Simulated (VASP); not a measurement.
A run of VASP 6.6.1:

INCAR

```
SYSTEM = HfZrSe3
ALGO = Normal
EDIFF = 1E-6
EDIFFG = -0.01
ENCUT = 520
GGA = PE
IBRION = 2
ISIF = 3
ISMEAR = 0
KPAR = 4
LASPH = .TRUE.
LCHARG = .FALSE.
LREAL = .FALSE.
LWAVE = .FALSE.
NELM = 120
NSW = 90
PREC = Accurate
SIGMA = 0.1
```

KPOINTS

```
k-points
0
G
  6 6 6
  0 0 0
```

POSCAR

```
HfZrSe3
1.0
    3.3340741800      1.9249286200      6.2430000000
   -3.3340741800      1.9249286200      6.2430000000
    0.0000000000     -3.8498572500      6.2430000000
Zr Hf Se
2 2 6
Direct
    0.3340274400      0.3340274400      0.3340274400
    0.6659725600      0.6659725600      0.6659725600
    0.1676544400      0.1676544400      0.1676544400
    0.8323455600      0.8323455600      0.8323455600
    0.7561966600      0.4167403700      0.0811075000
    0.4167403700      0.0811075000      0.7561966600
    0.0811075000      0.7561966600      0.4167403700
    0.2438033400      0.5832596300      0.9188925000
    0.5832596300      0.9188925000      0.2438033400
    0.9188925000      0.2438033400      0.5832596300
```

Potentials or basis: VASP PAW PBE potentials, release 64 (Zr_sv, Hf_pv, Se).

The run is started by

```sh
$ cat potpaw_PBE.64/Zr_sv/POTCAR potpaw_PBE.64/Hf_pv/POTCAR potpaw_PBE.64/Se/POTCAR > POTCAR
$ mpirun -np 4 vasp_std > vasp.out
```

Hardware: 4 MPI ranks on Intel(R) Xeon(R) Platinum 8559C (Emerald Rapids) (shared host).

Problem. How long does it take, and how much memory?

Solution. Wall time 17 min on 4 MPI ranks on Intel(R) Xeon(R) Platinum 8559C (Emerald Rapids) (shared host), peak memory 0.74 GiB a rank. Counts: scf iterations 60, k points 40, ion steps 8.
